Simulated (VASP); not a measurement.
Here is the system:

```yaml
crystal:
  lattice:
    - [-2.02722, 2.02722, 5.09184]
    - [2.02722, -2.02722, 5.09184]
    - [2.02722, 2.02722, -5.09184]
  atoms:
    - { symbol: Tm, position: [0.00000, 0.00000, 0.00000] }
    - { symbol: Ge, position: [0.37998, 0.37998, 0.00000] }
    - { symbol: Ge, position: [0.62002, 0.62002, 0.00000] }
    - { symbol: Rh, position: [0.75000, 0.25000, 0.50000] }
    - { symbol: Rh, position: [0.25000, 0.75000, 0.50000] }
```

All values below come from PBEsol GGA, VASP's PBE PAW potentials (set 64) (plane waves; VASP 6.6.1). Run with 480 eV cut-off, 10×10×10 Γ-centred mesh, first-order Methfessel-Paxton smearing of 0.10 eV, potentials Tm_3 Ge_d Rh_pv.

The 4f electrons are frozen in the core of the lanthanide potential, so 4f levels, which can set the real gap, and their magnetism are missing.

**Question.** Estimate the energy per atom (σ→0), band gap (on the k-mesh) with the smallest direct gap where there is one.

**Answer.** 
```yaml
band gap (on the k-mesh): none (metal, semimetal or under 0.01 eV)
energy per atom (σ→0): -7106 meV/atom
```

Only differences to runs with the same potentials and settings are physical.

The structure comes from a computed database's Rh2TmGe2 entry (I4/mmm); how it stands against other phases isn't given here. It was relaxed first. The electron count is odd and the run is not spin-polarised, which forces a metal.
